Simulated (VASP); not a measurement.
# Rh under a change of volume

Wanted: the elastic response of Rh to a change of volume, with a fit that predicts a row left out.

Program: VASP 6.6.1. Level of theory: r2SCAN; plane waves and PAW (Rh_pv), in the first sound run; inputs show where later runs differ. Results are calculated unless marked as measured.

Most raw output is cut from this account.

### 1. The structure

Symmetry: Fm-3m, No. 225, cubic system. Conventional cell: a = 3.800 Å, b = 3.800 Å, c = 3.800 Å, α = 90.00°, β = 90.00°, γ = 90.00°. Nearest to Rh lie 12 Rh at 2.69 Å.

Structure file:

```xyz
1
Lattice="0.0000 1.9000 1.9000 1.9000 0.0000 1.9000 1.9000 1.9000 0.0000" Properties=species:S:1:pos:R:3 pbc="T T T"
Rh    0.0000    0.0000    0.0000
```

### 2. Relax the crystal, r2SCAN

The series starts from the cell that this level prefers, so that zero strain is near zero stress.

Level: r2SCAN; plane waves and PAW (Rh_pv).

Contents of INCAR:

```
SYSTEM = Rh
PREC = Accurate
ENCUT = 450
EDIFF = 1E-07
NELM = 120
ISMEAR = 1
SIGMA = 0.15
LREAL = .FALSE.
ALGO = Normal
METAGGA = R2SCAN
LASPH = .TRUE.
NBANDS = 13
LORBIT = 11
LWAVE = .FALSE.
LCHARG = .FALSE.
KPAR = 8
IBRION = 2
NSW = 40
ISIF = 3
EDIFFG = -0.005
POTIM = 0.4
```

Contents of POSCAR:

```
Rh
1.0
    0.0000000000      1.9000000000      1.9000000000
    1.9000000000      0.0000000000      1.9000000000
    1.9000000000      1.9000000000      0.0000000000
Rh
1
Direct
    0.0000000000      0.0000000000      0.0000000000
```

Contents of KPOINTS:

```
Automatic mesh
0
Gamma
27 27 27
0 0 0
```

PAW data sets: Rh_pv (PBE family, release 64).

Command:

```bash
$ mpirun -np 8 vasp_std
```

The job ended after 82 s (8 MPI ranks of AMD EPYC 9R45, shared host; peak memory 1.4 GiB).

Read from the output:

| Item | Value |
| --- | --- |
| energy(sigma→0) of the program | -24.1374 eV |
| stress, compression positive | xx, yy, zz 0.02, 0.02, 0.02 GPa |
| volume | 13.762 Å³ |
| ionic steps | 3 |

### 3. Relax at fixed volume, r2SCAN

One member in full: the volume is scaled by 1.01, and the cell is held.

Level: r2SCAN; plane waves and PAW (Rh_pv).

INCAR, as its differences from that of step 2:

```diff
@@ -15,7 +15,8 @@
 LCHARG = .FALSE.
-KPAR = 8
+KPAR = 2
 IBRION = 2
 NSW = 40
-ISIF = 3
-EDIFFG = -0.005
+ISIF = 2
+EDIFFG = -0.004
 POTIM = 0.4
+MAXMIX = 40
```

Contents of POSCAR:

```
Rh
1.0
    0.0000000000      1.9083531034      1.9083531034
    1.9083531034      0.0000000000      1.9083531034
    1.9083531034      1.9083531034      0.0000000000
Rh
1
Direct
    0.0000000000      0.0000000000      0.0000000000
```

KPOINTS is that of step 2.

Command:

```bash
$ mpirun -np 2 vasp_std
```

Wall time 2 min (2 MPI ranks); peak memory 0.33 GiB; 3.7 min of CPU time.

Read from the output:

| Quantity | Value |
| --- | --- |
| energy(sigma→0) of the program | -24.1365 eV |
| stress, compression positive | xx, yy, zz -2.72, -2.72, -2.72 GPa |
| ionic steps | 1 |

### 4. The whole series

The other members went through these steps as far as the tables show, with the same cutoff and, step by step, the same mesh; 8 runs are not shown. The session took 0.73 core hours (wall time by ranks) on a shared machine.

```
volume over the relaxed volume  volume (Å³/atom)  pressure (GPa)  energy above the unstrained row, extrapolated to no smearing (meV/atom)
                         0.940            12.936          20.567                                                                   51.140
                         0.960            13.212          12.867                                                                   22.106
                         0.980            13.487           6.051                                                                    5.539
                         0.990            13.624           2.947                                                                    1.483
                             1            13.762           0.025                                                                    0.000
                         1.010            13.900          -2.722                                                                    0.964
                         1.020            14.037               ?                                                                        ?
                         1.040            14.313         -10.004                                                                   17.024
                         1.060            14.588         -14.149                                                                   37.440
```

### 5. A fit to the known rows

Fitting a cubic to the 8 known rows (u: logarithm of the volume ratio) gives pressure = − 865.0 u³ + 735.6 u² − 283.2 u + 0.02395 in GPa; the residuals are 0.0011 GPa r.m.s.

For the withheld row, u = 0.01980, the fit gives -5.302 GPa.

### 6. The withheld row

The calculation gives -5.302 GPa, so the prediction is right to the last digit shown.

A cubic of the pressure in ln(V/V₀) through all rows has the slope −B at V₀: B = 283 GPa, and its curvature gives B′ = 5.2.

### 7. Outcome

| Item | Value |
| --- | --- |
| error of the predicted pressure | 0.000 GPa |
| bulk modulus | 283 GPa |

**Reading.** The slope of the energy gives 0.27 GPa at the relaxed volume where the pressure column has 0.02 GPa, a mark of the finite basis or of the smearing. These are static values: temperature and zero-point motion are left out. In a metal the slopes also depend on mesh and smearing, which were held through the series.

[Lines on the potential files, build, host, timing and source positions are cut from VASP's logs without a mark.]

[Logs are printed without paths, hosts, clocks, repeated set-up lines and the standing remarks that a program may print on its own settings, such as how far it seeks lower states.]

[Hosts, paths, dates, database ids (printed as entryN), source tags and the programs' standing remarks are cut or masked in the printed files.]

[In band tables of VASP the shares of atoms and orbitals are scaled to a sum of 1 inside the atoms' spheres.]
